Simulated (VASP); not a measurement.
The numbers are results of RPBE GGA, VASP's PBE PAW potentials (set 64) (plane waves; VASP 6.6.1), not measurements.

VASP ran on this input.

File POSCAR:
```
NaF
1.0
  0.0000000000   2.3979781460   2.3979781460
  2.3979781460   0.0000000000   2.3979781460
  2.3979781460   2.3979781460   0.0000000000
Na F
1 1
Cartesian
  0.0000000000   0.0000000000   0.0000000000
  2.3979781460   2.3979781460   2.3979781460
```

**INCAR**
```
# general
SYSTEM = NaF
PREC   = Accurate
ENCUT  = 520
LREAL  = F
LASPH  = T

# electronic loop
EDIFF  = 1E-6
NELM   = 100
ALGO   = Normal

# smearing
ISMEAR = 0
SIGMA  = 0.05

# functional
GGA    = RP

# ions
IBRION = 2
NSW    = 60
ISIF   = 3
EDIFFG = -0.01

# output
LWAVE  = F
LCHARG = F
```

File KPOINTS:
```
Automatic mesh
0
Gamma
9 9 9
0 0 0
```

POTCAR, in this order: Na_pv F (PBE.64 set). Program: vasp_std.

Output of the run:

File OSZICAR:
```
       N       E                     dE             d eps       ncg     rms          rms(c)
DAV:   1     0.112918275581E+03    0.11292E+03   -0.82785E+03   776   0.150E+03
DAV:   2    -0.276594478520E+01   -0.11568E+03   -0.10745E+03   858   0.355E+02
DAV:   3    -0.906699264443E+01   -0.63010E+01   -0.62779E+01   890   0.859E+01
DAV:   4    -0.912992276422E+01   -0.62930E-01   -0.62921E-01   827   0.923E+00
DAV:   5    -0.913065790252E+01   -0.73514E-03   -0.73512E-03   920   0.104E+00    0.562E+00
DAV:   6    -0.817474367217E+01    0.95591E+00   -0.42034E+00   917   0.178E+01    0.194E+00
DAV:   7    -0.817423496753E+01    0.50870E-03   -0.29920E-02   782   0.280E+00    0.111E+00
DAV:   8    -0.818968145342E+01   -0.15446E-01   -0.50820E-02   773   0.522E+00    0.137E-01
DAV:   9    -0.819194671016E+01   -0.22653E-02   -0.83051E-03   821   0.989E-01    0.103E-01
DAV:  10    -0.819185335791E+01    0.93352E-04   -0.92745E-04   815   0.422E-01    0.898E-03
DAV:  11    -0.819185069159E+01    0.26663E-05   -0.21091E-05   842   0.684E-02    0.494E-03
DAV:  12    -0.819185331426E+01   -0.26227E-05   -0.82492E-06   782   0.318E-02    0.653E-04
DAV:  13    -0.819185341520E+01   -0.10094E-06   -0.32646E-07   842   0.115E-02
   1 F= -.81918534E+01 E0= -.81918534E+01  d E =-.819185E+01
       N       E                     dE             d eps       ncg     rms          rms(c)
DAV:   1    -0.819591761088E+01   -0.40643E-02   -0.74396E-02   908   0.461E+00    0.486E-01
DAV:   2    -0.819245659140E+01    0.34610E-02   -0.14841E-02   928   0.129E+00    0.129E-01
DAV:   3    -0.819224014891E+01    0.21644E-03   -0.42235E-04   885   0.513E-01    0.687E-02
DAV:   4    -0.819213853203E+01    0.10162E-03   -0.83114E-05   878   0.319E-01    0.883E-03
DAV:   5    -0.819213317472E+01    0.53573E-05   -0.98969E-06   983   0.559E-02    0.242E-03
DAV:   6    -0.819213227315E+01    0.90157E-06   -0.13107E-06   545   0.236E-02
   2 F= -.81921323E+01 E0= -.81921323E+01  d E =-.278858E-03
       N       E                     dE             d eps       ncg     rms          rms(c)
DAV:   1    -0.819298572481E+01   -0.85255E-03   -0.15607E-02   908   0.210E+00    0.222E-01
DAV:   2    -0.819225831975E+01    0.72741E-03   -0.31271E-03   925   0.590E-01    0.590E-02
DAV:   3    -0.819221668982E+01    0.41630E-04   -0.87576E-05   879   0.236E-01    0.316E-02
DAV:   4    -0.819219382961E+01    0.22860E-04   -0.17463E-05   881   0.146E-01    0.402E-03
DAV:   5    -0.819219224003E+01    0.15896E-05   -0.20349E-06   632   0.258E-02    0.112E-03
DAV:   6    -0.819219203707E+01    0.20297E-06   -0.31456E-07   412   0.108E-02
   3 F= -.81921920E+01 E0= -.81921920E+01  d E =-.338622E-03
```

### OUTCAR
```
------------------------ aborting loop because EDIFF is reached ----------------------------------------
  FORCE on cell =-STRESS in cart. coord.  units (eV):
  Direction    XX          YY          ZZ          XY          YZ          ZX
  --------------------------------------------------------------------------------------
  Total        0.0130337      0.0130337      0.0130337     -0.0000000      0.0000000     -0.0000000
  in kB        0.7512952      0.7512952      0.7512952     -0.0000000      0.0000000     -0.0000000
  external PRESSURE =       0.7512952 kB  Pullay stress =       0.0000000 kB
  volume of cell :       27.80
      direct lattice vectors                 reciprocal lattice vectors
    -0.000000000  2.404250252  2.404250252    -0.207965040  0.207965040  0.207965040
     2.404250252 -0.000000000  2.404250252     0.207965040 -0.207965040  0.207965040
     2.404250252  2.404250252 -0.000000000     0.207965040  0.207965040 -0.207965040
  FREE ENERGIE OF THE ION-ELECTRON SYSTEM (eV)
  ---------------------------------------------------
  free  energy   TOTEN  =        -8.1921920371 eV

  energy  without entropy=       -8.1921920371  energy(sigma->0) =       -8.19219204

 reached required accuracy - stopping structural energy minimisation
```
(Selected blocks of OUTCAR.)

File CONTCAR:
```
NaF
   1.00000000000000
    -0.0000000000000000    2.4042502523919982    2.4042502523919982
     2.4042502523919982   -0.0000000000000000    2.4042502523919982
     2.4042502523919982    2.4042502523919982   -0.0000000000000000
  Na              F
     1     1
Direct
     0.0000000000000000    0.0000000000000000    0.0000000000000000
     0.5000000000000000    0.5000000000000000    0.5000000000000000
```

File OUTCAR:
```
 val. band max:       -2.2975829026   @ k =   0.0000   0.0000   0.0000

 cond. band min:       3.7540583406   @ k =   0.0000   0.0000   0.0000


 Fermi energy:        -2.0157000605

 k-point     1 :       0.0000    0.0000    0.0000
  band No.  band energies     occupation
      1     -21.6804      2.00000
      2     -21.6804      2.00000
      3     -21.6804      2.00000
      4     -21.4155      2.00000
      5      -2.2976      2.00000
      6      -2.2976      2.00000
      7      -2.2976      2.00000
      8       3.7541      0.00000
      9      16.1660      0.00000
     10      16.1660      0.00000
     11      16.1660      0.00000

 k-point     2 :       0.1111    0.0000    0.0000
  band No.  band energies     occupation
      1     -21.8006      2.00000
      2     -21.6814      2.00000
      3     -21.6814      2.00000
      4     -21.2841      2.00000
      5      -2.4935      2.00000
      6      -2.3214      2.00000
      7      -2.3214      2.00000
      8       4.1500      0.00000
      9      14.7678      0.00000
     10      16.3204      0.00000
     11      16.3204      0.00000

 k-point     3 :       0.2222    0.0000    0.0000
  band No.  band energies     occupation
      1     -21.9656      2.00000
      2     -21.6840      2.00000
      3     -21.6840      2.00000
      4     -21.0900      2.00000
      5      -2.9250      2.00000
      6      -2.3809      2.00000
      7      -2.3809      2.00000
      8       5.1647      0.00000
      9      12.8871      0.00000
     10      16.6679      0.00000
     11      16.6679      0.00000

 k-point     4 :       0.3333    0.0000    0.0000
  band No.  band energies     occupation
      1     -22.0901      2.00000
      2     -21.6869      2.00000
      3     -21.6869      2.00000
      4     -20.9323      2.00000
      5      -3.3406      2.00000
      6      -2.4477      2.00000
      7      -2.4477      2.00000
      8       6.4905      0.00000
      9      11.2468      0.00000
...
```

The compound is NaF in the rock salt structure. This run relaxes it. Symmetry was kept, so distortions that lower it aren't found. The start is the result of an earlier pass.
